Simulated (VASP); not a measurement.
```xyz
4
Lattice="3.4946 0.0000 0.0000 -1.7473 3.0264 0.0000 0.0000 0.0000 7.0591" Properties=species:S:1:pos:R:3 pbc="T T T"
Y      0.0000     0.0000     0.0000
Y      0.0000     0.0000     3.5295
B      0.0000     2.0176     1.7648
B      1.7473     1.0088     5.2943
```

Calculation: PBEsol GGA, VASP's PBE PAW potentials (set 64) (plane waves; VASP 6.6.1). Run with 520 eV cut-off, Gaussian smearing of 0.050 eV, potentials Y_sv B.

Problem. Give the energies of bands 9 to 17 at the high-symmetry points, in eV from the Fermi level.

Solution. 
```json
[
 {"band": "9", "Γ": "-7.69", "M": "-5.81", "K": "-4.95", "A": "-6.82", "L": "-5.22", "H": "-4.91"},
 {"band": "10", "Γ": "-5.37", "M": "-4.40", "K": "-4.95", "A": "-6.82", "L": "-5.22", "H": "-4.91"},
 {"band": "11", "Γ": "-3.41", "M": "-3.31", "K": "-2.05", "A": "-1.54", "L": "-2.44", "H": "-1.90"},
 {"band": "12", "Γ": "0.04", "M": "-1.80", "K": "-1.85", "A": "-1.54", "L": "-2.44", "H": "-1.90"},
 {"band": "13", "Γ": "0.34", "M": "-0.82", "K": "-1.85", "A": "1.05", "L": "-0.48", "H": "-0.86"},
 {"band": "14", "Γ": "0.34", "M": "-0.16", "K": "-0.62", "A": "1.05", "L": "-0.48", "H": "-0.86"},
 {"band": "15", "Γ": "1.60", "M": "0.35", "K": "-0.62", "A": "1.05", "L": "0.63", "H": "-0.67"},
 {"band": "16", "Γ": "2.86", "M": "0.56", "K": "0.65", "A": "1.05", "L": "0.63", "H": "-0.67"},
 {"band": "17", "Γ": "2.87", "M": "1.63", "K": "2.98", "A": "3.12", "L": "1.50", "H": "2.43"}
]
```

It has no gap at this level: it comes out as a metal or semimetal.

The structure was generated: YB was put into the NiAs type type (P6_3/mmc), which need not be its known phase. It was relaxed first, which changed the volume by -25 %.
